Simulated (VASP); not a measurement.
Method: LDA (Ceperley-Alder, Perdew-Zunger), VASP's LDA PAW potentials (set 64) (plane waves; VASP).

A VASP calculation is set up with these files.

**KPOINTS**
```
Automatic
0
gamma
  7 7 7
0 0 0
```

### POSCAR
```
CoSi
1
    4.3509717504    -0.0000000000     0.0000000000
   -0.0000000000     4.3509717504     0.0000000000
   -0.0000000000     0.0000000000     4.3509717504
Co Si
4 4
Direct
  0.8543854776   0.6456145224   0.3543854776
  0.3543854776   0.8543854776   0.6456145224
  0.1456145224   0.1456145224   0.1456145224
  0.6456145224   0.3543854776   0.8543854776
  0.1568689286   0.3431310714   0.6568689286
  0.6568689286   0.1568689286   0.3431310714
  0.8431310714   0.8431310714   0.8431310714
  0.3431310714   0.6568689286   0.1568689286
```

### INCAR
```
ALGO  =  Normal
LASPH  =  .TRUE.
SIGMA  =  0.1   # width (eV)
ISMEAR  =  1   # Methfessel-Paxton
LREAL  =  .FALSE.   # projection in real space or not
LCHARG  =  .FALSE.
EDIFFG  =  -0.02   # ionic stop
SYSTEM  =  CoSi
EDIFF  =  1E-6
ISIF  =  3   # ions, shape and volume
IBRION  =  2   # conjugate gradients
ENCUT  =  500
NSW  =  40   # most ionic steps
LMAXMIX  =  4   # l cut-off of mixed one-centre charges
LWAVE  =  .FALSE.
PREC  =  Accurate
NELM  =  100   # most electronic steps
```

POTCAR, in this order: Co Si (LDA.64 set). Program: vasp_std.

Output of the run:

OSZICAR:
```
       N       E                     dE             d eps       ncg     rms          rms(c)
DAV:   1     0.355174511552E+03    0.35517E+03   -0.22023E+04  1488   0.192E+03
DAV:   2    -0.337184831288E+02   -0.38889E+03   -0.37918E+03  1488   0.410E+02
DAV:   3    -0.668586831394E+02   -0.33140E+02   -0.32222E+02  1752   0.143E+02
DAV:   4    -0.683862086484E+02   -0.15275E+01   -0.15092E+01  1953   0.295E+01
DAV:   5    -0.684430268440E+02   -0.56818E-01   -0.56805E-01  2095   0.495E+00    0.292E+01
DAV:   6    -0.728558403404E+02   -0.44128E+01   -0.16299E+02  2152   0.152E+02    0.248E+01
DAV:   7    -0.626676065586E+02    0.10188E+02   -0.63233E+01  2079   0.108E+02    0.873E+00
DAV:   8    -0.627483076675E+02   -0.80701E-01   -0.38749E+00  1865   0.121E+01    0.308E+00
DAV:   9    -0.626477120794E+02    0.10060E+00   -0.36249E-01  2378   0.691E+00    0.120E+00
DAV:  10    -0.626425131006E+02    0.51990E-02   -0.18312E-02  1940   0.964E-01    0.483E-01
DAV:  11    -0.626402420244E+02    0.22711E-02   -0.72131E-03  2522   0.837E-01    0.895E-02
DAV:  12    -0.626402189159E+02    0.23108E-04   -0.34317E-04  2299   0.188E-01    0.459E-02
DAV:  13    -0.626402184900E+02    0.42593E-06   -0.89730E-05  2385   0.620E-02    0.247E-02
DAV:  14    -0.626402139921E+02    0.44979E-05   -0.26701E-05  2378   0.465E-02    0.573E-03
DAV:  15    -0.626402139195E+02    0.72660E-07   -0.67206E-07  1199   0.911E-03
   1 F= -.62640214E+02 E0= -.62640345E+02  d E =-.626402E+02
       N       E                     dE             d eps       ncg     rms          rms(c)
DAV:   1    -0.626457804160E+02   -0.55664E-02   -0.10156E-01  1575   0.401E+00    0.672E-01
DAV:   2    -0.626488730358E+02   -0.30926E-02   -0.13372E-01  2135   0.468E+00    0.673E-01
DAV:   3    -0.626403119723E+02    0.85611E-02   -0.53751E-02  2118   0.297E+00    0.141E-01
DAV:   4    -0.626401382824E+02    0.17369E-03   -0.14483E-03  1677   0.291E-01    0.406E-02
DAV:   5    -0.626401141571E+02    0.24125E-04   -0.96977E-05  2241   0.906E-02    0.215E-02
DAV:   6    -0.626401098410E+02    0.43161E-05   -0.12675E-05  2227   0.255E-02    0.550E-03
DAV:   7    -0.626401095206E+02    0.32043E-06   -0.16726E-06  1137   0.115E-02
   2 F= -.62640110E+02 E0= -.62640249E+02  d E =0.104399E-03
       N       E                     dE             d eps       ncg     rms          rms(c)
DAV:   1    -0.626422222438E+02   -0.21124E-02   -0.33656E-02  1540   0.230E+00    0.388E-01
DAV:   2    -0.626432270280E+02   -0.10048E-02   -0.44290E-02  2090   0.269E+00    0.386E-01
DAV:   3    -0.626403976000E+02    0.28294E-02   -0.17660E-02  2065   0.171E+00    0.795E-02
DAV:   4    -0.626403442112E+02    0.53389E-04   -0.51534E-04  1635   0.170E-01    0.248E-02
DAV:   5    -0.626403355438E+02    0.86675E-05   -0.33191E-05  2218   0.541E-02    0.139E-02
DAV:   6    -0.626403337904E+02    0.17534E-05   -0.44750E-06  1573   0.163E-02    0.392E-03
DAV:   7    -0.626403336777E+02    0.11268E-06   -0.12737E-06   960   0.834E-03
   3 F= -.62640334E+02 E0= -.62640469E+02  d E =-.119758E-03
```

OUTCAR:
```
------------------------ aborting loop because EDIFF is reached ----------------------------------------
  FORCE on cell =-STRESS in cart. coord.  units (eV):
  Direction    XX          YY          ZZ          XY          YZ          ZX
  --------------------------------------------------------------------------------------
  Total       -0.0086448     -0.0086448     -0.0086448      0.0000000      0.0000000      0.0000000
  in kB       -0.1679319     -0.1679319     -0.1679319      0.0000000      0.0000000      0.0000000
  external PRESSURE =      -0.1679319 kB  Pullay stress =       0.0000000 kB
  volume of cell :       82.48
      direct lattice vectors                 reciprocal lattice vectors
     4.352880472  0.000000000  0.000000000     0.229732933  0.000000000  0.000000000
    -0.000000000  4.352880472  0.000000000    -0.000000000  0.229732933  0.000000000
     0.000000000  0.000000000  4.352880472     0.000000000 -0.000000000  0.229732933
 POSITION                                       TOTAL-FORCE (eV/Angst)
 -----------------------------------------------------------------------------------
      3.71887      2.81045      1.54243        -0.004849      0.004849     -0.004849
      1.54243      3.71887      2.81045        -0.004849     -0.004849      0.004849
      0.63401      0.63401      0.63401         0.004849      0.004849      0.004849
      2.81045      1.54243      3.71887         0.004849     -0.004849     -0.004849
      0.68287      1.49357      2.85931         0.002149     -0.002149      0.002149
      2.85931      0.68287      1.49357         0.002149      0.002149     -0.002149
      3.67001      3.67001      3.67001        -0.002149     -0.002149     -0.002149
      1.49357      2.85931      0.68287        -0.002149      0.002149      0.002149
 -----------------------------------------------------------------------------------
    total drift:                               -0.000000     -0.000000      0.000000
  FREE ENERGIE OF THE ION-ELECTRON SYSTEM (eV)
  ---------------------------------------------------
  free  energy   TOTEN  =       -62.6403336777 eV

  energy  without entropy=      -62.6407385799  energy(sigma->0) =      -62.64046865

 reached required accuracy - stopping structural energy minimisation
```
(Selected blocks of OUTCAR.)

**CONTCAR**
```
CoSi
   1.00000000000000
     4.3528804722335073    0.0000000000000000    0.0000000000000000
    -0.0000000000000000    4.3528804722335073    0.0000000000000000
     0.0000000000000000    0.0000000000000000    4.3528804722335073
  Co              Si
     4     4
Direct
     0.8543471955766258    0.6456528044233742    0.3543471955766256
     0.3543471955766256    0.8543471955766258    0.6456528044233742
     0.1456528044233743    0.1456528044233743    0.1456528044233743
     0.6456528044233742    0.3543471955766256    0.8543471955766258
     0.1568774335023149    0.3431225664976851    0.6568774335023149
     0.6568774335023149    0.1568774335023149    0.3431225664976851
     0.8431225664976851    0.8431225664976851    0.8431225664976851
     0.3431225664976851    0.6568774335023149    0.1568774335023149
```

**OUTCAR**
```
 val. band max:       12.7750024091   @ k =   0.1429   0.1429   0.1429

 cond. band min:      12.8043627020   @ k =   0.0000   0.0000   0.0000


 Fermi energy:        12.7909053664

 k-point     1 :       0.0000    0.0000    0.0000
  band No.  band energies     occupation
      1      -1.2343      2.00000
      2       4.4245      2.00000
      3       4.4245      2.00000
      4       4.4245      2.00000
      5       7.1160      2.00000
      6       7.1160      2.00000
      7       7.1160      2.00000
      8       8.8237      2.00000
      9       8.8237      2.00000
     10       8.8237      2.00000
     11       9.4817      2.00000
     12       9.5412      2.00000
     13       9.5412      2.00000
     14       9.8616      2.00000
     15       9.8616      2.00000
     16       9.8616      2.00000
     17      10.3708      2.00000
     18      10.3708      2.00000
     19      10.3708      2.00000
     20      11.8266      2.00000
     21      11.8266      2.00000
     22      11.8266      2.00000
     23      11.9633      2.00000
     24      11.9633      2.00000
     25      12.8044      0.77450
     26      12.8044      0.77450
     27      12.8044      0.77450
     28      15.5551      0.00000
     29      15.5551      0.00000
     30      15.5551      0.00000
     31      15.8996      0.00000

 k-point     2 :       0.1429    0.0000    0.0000
  band No.  band energies     occupation
      1      -1.0762      2.00000
      2       3.4865      2.00000
      3       4.5207      2.00000
      4       5.0724      2.00000
      5       6.6265      2.00000
      6       7.2078      2.00000
      7       7.7664      2.00000
      8       8.1674      2.00000
      9       8.5094      2.00000
     10       9.3424      2.00000
     11       9.4618      2.00000
     12       9.5685      2.00000
     13       9.7688      2.00000
     14       9.8083      2.00000
     15       9.8708      2.00000
     16       9.8730      2.00000
     17      10.2763      2.00000
...
```

The compound is CoSi in the B20 structure. This run relaxes it. Symmetry was kept, so distortions that lower it aren't found. The run is not spin-polarised, so no magnetic state was tried.
